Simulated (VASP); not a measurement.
# CsLiCr2Te2S3 (Cmm2) in VASP: relaxation of cell and atoms with PBE

Aim: the relaxation of cell and atoms of CsLiCr2Te2S3 with PBE.

Program: VASP 6.6.1. These are calculated values, not measurements. Logs are shortened: lines on timing, memory, paths and dates and some standing lists are left out, and cuts for length are marked.

**1. The crystal as given**

It takes space group Cmm2 (No. 35, orthorhombic). Conventional cell: a = 5.626 Å, b = 9.697 Å, c = 8.482 Å, α = 90.00°, β = 90.00°, γ = 90.00°. Cs (site symmetry mm2) has 7 S at 3.47 to 3.69 Å as nearest neighbours. Around Li (site symmetry mm2) lie 2 S at 2.38 Å. Cr (site symmetry 2) has 2 S at 2.24 Å as nearest neighbours. Around Te (site symmetry m) lie 2 Cr at 2.73 Å and 1 Li at 2.87 Å and 2 Te at 3.02 Å. Around S (site symmetry m) lie 2 Cr at 2.24 Å and 1 Li at 2.38 Å. S (site symmetry mm2) has 4 Cr at 2.81 Å and 2 Li at 2.82 Å as nearest neighbours.

The cell was built by a generator and needn't be a form met in nature.

**2. Relaxation of cell and atoms, PBE**

INCAR reads:

```
SYSTEM = CsLiCr2Te2S3
PREC = Accurate ; ENCUT = 520
EDIFF = 1E-6 ; ISMEAR = 0
SIGMA = 0.1 ; LREAL = .FALSE.
LASPH = .TRUE. ; NELM = 120
ALGO = Normal ; ISIF = 3
LWAVE = .FALSE. ; LCHARG = .FALSE.
GGA = PE ; IBRION = 2
NSW = 70 ; EDIFFG = -0.01
KPAR = 4
```

KPOINTS reads:

```
regular mesh
0
G
  6 6 4
  0 0 0
```

POSCAR reads:

```
CsLiCr2Te2S3
1.0
    2.8128700000     -4.8486500000      0.0000000000
    2.8128700000      4.8486500000      0.0000000000
    0.0000000000      0.0000000000      8.4815400000
Cs Li Cr Te S
1 1 2 2 3
Direct
    0.0000020000      0.0000020000      0.0849960000
    0.5000000000      0.5000000000      0.4810360000
    0.5000000000      0.0000010000      0.4696970000
    0.0000000000      0.5000010000      0.4696970000
    0.3071560000      0.6928440000      0.7371220000
    0.6928440000      0.3071560000      0.7371220000
    0.6742240000      0.3257760000      0.2830490000
    0.3257760000      0.6742240000      0.2830490000
    0.0000000000      0.0000000000      0.4945670000
```

Potentials or basis: VASP PAW PBE potentials, release 64 (Cs_sv, Li_sv, Cr_pv, Te, S).

The run is started by

```console
> cat potpaw_PBE.64/Cs_sv/POTCAR potpaw_PBE.64/Li_sv/POTCAR potpaw_PBE.64/Cr_pv/POTCAR potpaw_PBE.64/Te/POTCAR potpaw_PBE.64/S/POTCAR > POTCAR
> mpirun -np 4 vasp_std > vasp.out
```

OUTCAR:

```text
SYSTEM = CsLiCr2Te2S3
   PREC = Accurate
   ENCUT = 520
   EDIFF = 1E-6
   ISMEAR = 0
   LREAL = .FALSE.
   LASPH = .TRUE.
   NELM = 120
   ISIF = 3
   GGA = PE
   IBRION = 2
   NSW = 70
   EDIFFG = -0.01

 ion  position               nearest neighbor table
   1  0.000  0.000  0.085-
   2  0.500  0.500  0.481-   7 2.38   8 2.38   3 2.80   4 2.80   4 2.80   3 2.80   6 2.87   5 2.87

   3  0.500  0.000  0.470-   7 2.24   8 2.24   6 2.73   5 2.73   2 2.80   2 2.80   9 2.81   9 2.81
                             4 2.81   4 2.81
   4  0.000  0.500  0.470-   8 2.24   7 2.24   5 2.73   6 2.73   2 2.80   2 2.80   9 2.81   9 2.81
                             3 2.81   3 2.81
   5  0.307  0.693  0.737-   4 2.73   3 2.73   2 2.87   6 3.02   6 3.02
   6  0.693  0.307  0.737-   3 2.73   4 2.73   2 2.87   5 3.02   5 3.02
   7  0.674  0.326  0.283-   3 2.24   4 2.24   2 2.38
   8  0.326  0.674  0.283-   4 2.24   3 2.24   2 2.38
   9  0.000  0.000  0.495-   4 2.81   3 2.81   3 2.81   4 2.81

  LATTYP: Found a base centered orthorhombic cell.
 ALAT       =     5.6257400000
 B/A-ratio  =     1.7237376772
 C/A-ratio  =     1.5076309961

  Lattice vectors:

 A1 = (   2.8128700000,  -4.8486500000,   0.0000000000)
 A2 = (   2.8128700000,   4.8486500000,   0.0000000000)
 A3 = (   0.0000000000,   0.0000000000,   8.4815400000)

Analysis of symmetry for initial positions (statically):
=====================================================================
 Subroutine PRICEL returns:
 Original cell was already a primitive cell.

 Routine SETGRP: Setting up the symmetry group for a
 base centered orthorhombic supercell.

 Subroutine GETGRP returns: Found  4 space group operations
 (whereof  4 operations were pure point group operations)
 out of a pool of  8 trial point group operations.

The static configuration has the point symmetry C_2v.

Analysis of symmetry for dynamics (positions and initial velocities):
=====================================================================
 Subroutine PRICEL returns:
 Original cell was already a primitive cell.

 Routine SETGRP: Setting up the symmetry group for a
 base centered orthorhombic supercell.

 Subroutine GETGRP returns: Found  4 space group operations
 (whereof  4 operations were pure point group operations)
 out of a pool of  8 trial point group operations.

The dynamic configuration has the point symmetry C_2v.

 Subroutine INISYM returns: Found  4 space group operations
 (whereof  4 operations are pure point group operations),
 and found     1 'primitive' translations

----------------------------------------------------------------------------------------

                                     Primitive cell

  volume of cell :     231.3530

  direct lattice vectors                    reciprocal lattice vectors
     2.812870000 -4.848650000  0.000000000     0.177754393 -0.103121487  0.000000000
     2.812870000  4.848650000  0.000000000     0.177754393  0.103121487  0.000000000
     0.000000000  0.000000000  8.481540000     0.000000000  0.000000000  0.117903117

  length of vectors
     5.605501267  5.605501267  8.481540000     0.205501011  0.205501011  0.117903117

  position of ions in fractional coordinates (direct lattice)
     0.000002000  0.000002000  0.084996000
     0.500000000  0.500000000  0.481036000
     0.500000000  0.000001000  0.469697000
     0.000000000  0.500001000  0.469697000
     0.307156000  0.692844000  0.737122000
     0.692844000  0.307156000  0.737122000
     0.674224000  0.325776000  0.283049000
     0.325776000  0.674224000  0.283049000
     0.000000000  0.000000000  0.494567000

  ion indices of the primitive-cell ions
   primitive index   ion index
                 1           1
                 2           2
                 3           3
                 4           4
                 5           5
                 6           6
                 7           7
                 8           8
                 9           9

----------------------------------------------------------------------------------------

 KPOINTS: regular mesh

Automatic generation of k-mesh.
 Grid dimensions read from file:
 generate k-points for:    6    6    4

 Generating k-lattice:

  Cartesian coordinates                     Fractional coordinates (reciprocal lattice)
     0.029625732 -0.017186915  0.000000000     0.166666667  0.000000000  0.000000000
     0.029625732  0.017186915  0.000000000     0.000000000  0.166666667  0.000000000
     0.000000000  0.000000000  0.029475779     0.000000000  0.000000000  0.250000000

  Length of vectors
     0.034250168  0.034250168  0.029475779

  Shift w.r.t. Gamma in fractional coordinates (k-lattice)
     0.000000000  0.000000000  0.000000000

 Subroutine IBZKPT returns following result:
 ===========================================

 Found     39 irreducible k-points:

 Following reciprocal coordinates:
            Coordinates               Weight
  0.000000  0.000000  0.000000      1.000000
  0.166667 -0.000000  0.000000      4.000000
  0.333333  0.000000  0.000000      4.000000
  0.500000  0.000000  0.000000      2.000000
  0.166667  0.166667  0.000000      2.000000
  0.333333  0.166667  0.000000      4.000000
[... 16 lines left out ...]
  0.333333  0.333333  0.250000      4.000000
  0.500000  0.333333  0.250000      8.000000
 [... further k-points ...]
   k-points           NKPTS =     39   k-points in BZ     NKDIM =     39   number of bands    NBANDS=     39
   number of dos      NEDOS =    301   number of ions     NIONS =      9
   total plane-waves  NPLWV = 112896
   dimension x,y,z NGX =    42 NGY =   42 NGZ =   64
   dimension x,y,z NGXF=    84 NGYF=   84 NGZF=  128
   ions per type =               1   1   2   2   3
   NGX,Y,Z   is equivalent  to a cutoff of  12.46, 12.46, 12.54 a.u.
   NGXF,Y,Z  is equivalent  to a cutoff of  24.91, 24.91, 25.09 a.u.
 SYSTEM =  CsLiCr2Te2S3
   PREC   = accura    normal or accurate (medium, high low for compatibility)
   ISTART =      0    job   : 0-new  1-cont  2-samecut
   ICHARG =      2    charge: 1-file 2-atom 10-const
   ISPIN  =      1    spin polarized calculation?
   LNONCOLLINEAR =      F non collinear calculations
   LSORBIT =      F    spin-orbit coupling
   LASPH  =      T    aspherical Exc in radial PAW
   ENCUT  =  520.0 eV  38.22 Ry    6.18 a.u.  10.42 10.42 15.77*2*pi/ulx,y,z
   NELM   =    120;   NELMIN=  2; NELMDL= -5     # of ELM steps
   EDIFF  = 0.1E-05   stopping-criterion for ELM
   LREAL  =      F    real-space projection
   EDIFFG = -.1E-01   stopping-criterion for IOM
   NSW    =     70    number of steps for IOM
   IBRION =      2    ionic relax: 0-MD 1-quasi-New 2-CG
   NFREE  =      1    steps in history (QN), initial steepest desc. (CG)
   ISIF   =      3    stress and relaxation
   ISYM   =      2    0-nonsym 1-usesym 2-fastsym
   POTIM  = 0.5000    time-step for ionic-motion
   TEBEG  =    0.0;   TEEND  =   0.0 temperature during run
   PSTRESS=    0.0 pullay stress
   NELECT =      66.0000    total number of electrons
   NUPDOWN=      -1.0000    fix difference up-down
   EMIN   =  10.00;   EMAX   =-10.00  energy-range for DOS
   EFERMI =   0.00;   METHOD = LEGACY
   ISMEAR =     0;   SIGMA  =   0.10  broadening in eV -4-tet -1-fermi 0-gaus
   EFERMI_NEDOS =   21; number of points for ismear=-14 and -15
   IALGO  =     38    algorithm
   IMIX   =      4    mixing-type and parameters
     AMIX     =   0.40;   BMIX     =  1.00
     AMIX_MAG =   1.60;   BMIX_MAG =  1.00
  volume/ion in A,a.u.               =      25.71       173.47
  Fermi-wavevector in a.u.,A,eV,Ry     =   1.077700  2.036557 15.802303  1.161437
  Thomas-Fermi vector in A             =   2.213618
   LORBIT       =      0    0 simple, 1 ext, 2 COOP (PROOUT), +10 PAW based schemes
   GGA     = PE    functional components
   LHFCALC =     F    Hartree Fock is set to
   AEXX    =    0.0000 exact exchange contribution
   IVDW    =     0    specifies the selected vdW correction
   LEPSILON=     F    determine dielectric tensor
   LRPA    =     F    only Hartree local field effects (RPA)
 conjugate gradient relaxation of ions
 non-spin polarized calculation
 Gauss-broadening in eV      SIGMA  =   0.10
  energy-cutoff  :      520.00
  volume of cell :      231.35
 maximum number of plane-waves:      6268
 NGX is ok and might be reduce to    42
   NGX = 21   NGY = 21   NGZ = 31

--------------------------------------- Ionic step        1  -------------------------------------------

 number of electron      66.0000032 magnetization

 Free energy of the ion-electron system (eV)
  ---------------------------------------------------
  ext. energy  EPLUGINS =         0.00000000
  ---------------------------------------------------
  free energy    TOTEN  =       -44.18719027 eV

  energy without entropy =      -44.11307833  energy(sigma->0) =      -44.15013430

------------------------ aborting loop because EDIFF is reached ----------------------------------------

  FORCE on cell =-STRESS in cart. coord.  units (eV):
  Direction    XX          YY          ZZ          XY          YZ          ZX
  --------------------------------------------------------------------------------------
  -------------------------------------------------------------------------------------
  Total       -3.2012237     -2.8436193     -2.4992645      0.0000000      0.0000000      0.0000000
  in kB      -22.1692700    -19.6927710    -17.3080285      0.0000000      0.0000000      0.0000000
  external PRESSURE =     -19.7233565 kB  Pullay stress =       0.0000000 kB
[... 110 lines left out ...]
  FREE ENERGIE OF THE ION-ELECTRON SYSTEM (eV)
  ---------------------------------------------------
  free  energy   TOTEN  =       -44.2660578029 eV

  energy  without entropy=      -44.2051409124  energy(sigma->0) =      -44.23559936

[... ionic steps 4 to 19 ...]

--------------------------------------- Ionic step       20  -------------------------------------------

 number of electron      66.0000000 magnetization

------------------------ aborting loop because EDIFF is reached ----------------------------------------

  FORCE on cell =-STRESS in cart. coord.  units (eV):
  Direction    XX          YY          ZZ          XY          YZ          ZX
  --------------------------------------------------------------------------------------
  -------------------------------------------------------------------------------------
  Total        0.1011505      0.0438086      0.1075562      0.0000000      0.0000000      0.0000000
  in kB        0.7213030      0.3123990      0.7669826      0.0000000      0.0000000      0.0000000
  external PRESSURE =       0.6002282 kB  Pullay stress =       0.0000000 kB
[... 71 lines left out ...]
  energy  without entropy=      -44.2486016512  energy(sigma->0) =      -44.27428594

--------------------------------------- Ionic step       22  -------------------------------------------

 number of electron      66.0000000 magnetization

 Free energy of the ion-electron system (eV)
  ---------------------------------------------------
  ext. energy  EPLUGINS =         0.00000000
  ---------------------------------------------------
  free energy    TOTEN  =       -44.30000218 eV

  energy without entropy =      -44.24856297  energy(sigma->0) =      -44.27428258

 E-fermi :   4.7009     XC(G=0):  -9.0342

 val. band max:        4.6858914708   @ k =   0.3333   0.3333   0.5000
 cond. band min:       4.7020343653   @ k =   0.1667  -0.0000   0.5000
 fundamental gap:      0.0161428945
 Fermi energy:         4.7008736995

 k-point     1 :       0.0000    0.0000    0.0000
  band No.  band energies     occupation
      1     -41.1669      2.00000
      2     -38.6885      2.00000
      3     -38.5574      2.00000
      4     -38.5432      2.00000
      5     -38.4697      2.00000
      6     -38.4582      2.00000
[... 997 lines left out ...]
     38       6.0667      0.00000
     39       6.6689      0.00000

 [... further k-points ...]

------------------------ aborting loop because EDIFF is reached ----------------------------------------

  FORCE on cell =-STRESS in cart. coord.  units (eV):
  Direction    XX          YY          ZZ          XY          YZ          ZX
  --------------------------------------------------------------------------------------
  -------------------------------------------------------------------------------------
  Total        0.0626476      0.0367387      0.0733325      0.0000000      0.0000000      0.0000000
  in kB        0.4465166      0.2618525      0.5226724      0.0000000      0.0000000      0.0000000
  external PRESSURE =       0.4103472 kB  Pullay stress =       0.0000000 kB
[... 24 lines left out ...]
  FREE ENERGIE OF THE ION-ELECTRON SYSTEM (eV)
  ---------------------------------------------------
  free  energy   TOTEN  =       -44.3000021806 eV

  energy  without entropy=      -44.2485629736  energy(sigma->0) =      -44.27428258

 reached required accuracy - stopping structural energy minimisation
```

Wall time 13 min (4 MPI ranks of Intel Xeon 6975P-C (Granite Rapids), shared host); peak memory 0.61 GiB.

These settings aren't checked as converged: the numbers below hold their error.

Results:

* Free energy: -44.3000 eV
* Relaxed volume: 24.98 Å³/atom
* Relaxed cell: a = 5.464 Å, b = 5.464 Å, c = 8.569 Å, α = 90.00°, β = 90.00°, γ = 118.52°
* Space group after relaxing (to 0.05 Å): Cmm2 (No. 35)
* Energy gained by relaxing: 12.5 meV/atom
* Ionic steps: 22
* Largest force after relaxing: 0.009 eV/Å
* Band gap on the k mesh: none (metal or under the smearing width)

Caveat: the cutoff is under 1.25 times the usual one of these potentials, so pressure, stress and relaxed cells hold a basis-set (Pulay) error; the run has no spin polarisation, though such a crystal can be magnetic.
